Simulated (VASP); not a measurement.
A run of VASP 6.6.1 is set up as follows.

Contents of INCAR:

```
PREC = Accurate
ENCUT = 520
EDIFF = 1E-6
ISMEAR = 0
SIGMA = 0.15
LREAL = Auto
LASPH = True
NELM = 100
ALGO = Fast
ISIF = 2
LWAVE = False
LCHARG = False
NBANDS = 72
```

File KPOINTS:

```
regular mesh
0
Gamma
  2 2 2
```

The input POSCAR:

```
Al32C
1.0
    8.1000000000      0.0000000000      0.0000000000
    0.0000000000      8.1000000000      0.0000000000
    0.0000000000      0.0000000000      8.1000000000
Al C
32 1
Direct
    0.5000000000      0.0000000000      0.0000000000
    0.7500000000      0.2500000000      0.0000000000
    0.7500000000      0.0000000000      0.2500000000
    0.0000000000      0.0000000000      0.0000000000
    0.2500000000      0.2500000000      0.0000000000
    0.5000000000      0.5000000000      0.0000000000
    0.7500000000      0.7500000000      0.0000000000
    0.2500000000      0.0000000000      0.2500000000
    0.5000000000      0.2500000000      0.2500000000
    0.7500000000      0.5000000000      0.2500000000
    0.5000000000      0.0000000000      0.5000000000
    0.7500000000      0.2500000000      0.5000000000
    0.7500000000      0.0000000000      0.7500000000
    0.0000000000      0.5000000000      0.0000000000
    0.2500000000      0.7500000000      0.0000000000
    0.0000000000      0.2500000000      0.2500000000
    0.2500000000      0.5000000000      0.2500000000
    0.5000000000      0.7500000000      0.2500000000
    0.0000000000      0.0000000000      0.5000000000
    0.2500000000      0.2500000000      0.5000000000
    0.5000000000      0.5000000000      0.5000000000
    0.7500000000      0.7500000000      0.5000000000
    0.2500000000      0.0000000000      0.7500000000
    0.5000000000      0.2500000000      0.7500000000
    0.7500000000      0.5000000000      0.7500000000
    0.0000000000      0.7500000000      0.2500000000
    0.0000000000      0.5000000000      0.5000000000
    0.2500000000      0.7500000000      0.5000000000
    0.0000000000      0.2500000000      0.7500000000
    0.2500000000      0.5000000000      0.7500000000
    0.5000000000      0.7500000000      0.7500000000
    0.0000000000      0.7500000000      0.7500000000
    0.5034234000      0.7488735000     -0.0011728000
```

Potentials or basis: VASP PAW LDA potentials, release 64 (Al, C).

Launch:

```sh
$ cat potpaw_LDA.64/Al/POTCAR potpaw_LDA.64/C/POTCAR > POTCAR
$ mpirun -np 1 vasp_std > vasp.out
```

Question: Predict the pressure.

Answer: -3.2 GPa.

Question: Predict the largest force.

Answer: 1.194 eV/Å.

Forces in eV/Å, atoms in the order of the input:
```
Al  -0.022  0.917  0.007
Al   0.105  0.002 -0.002
Al   0.166  0.174  0.174
Al  -0.007  0.103 -0.002
Al  -0.103  0.002 -0.002
Al  -0.024 -1.046  0.008
Al   1.194  0.008  0.009
Al  -0.151  0.147  0.147
Al   0.004  0.002  0.103
Al   0.175 -0.179  0.183
Al   0.004  0.103  0.002
Al  -0.129  0.001  0.001
Al   0.176  0.183 -0.180
Al  -0.007 -0.104 -0.002
Al  -0.799  0.007  0.007
Al  -0.003  0.001 -0.123
Al  -0.159 -0.152  0.156
Al  -0.022  0.007  0.914
Al  -0.003 -0.123  0.001
Al   0.120  0.001  0.001
Al   0.004 -0.104  0.002
Al   0.105 -0.002  0.002
Al  -0.160  0.156 -0.153
Al   0.004  0.002 -0.104
Al   0.185 -0.189 -0.189
Al  -0.007 -0.002  0.103
Al  -0.003  0.126  0.001
Al  -0.103 -0.002  0.002
Al  -0.003  0.001  0.126
Al  -0.169 -0.162 -0.161
Al  -0.024  0.008 -1.049
Al  -0.007 -0.002 -0.104
C   -0.340  0.115  0.120
```

Caveat: the k mesh is coarse (spacing up to 0.39 Å⁻¹), so the values aren't converged.
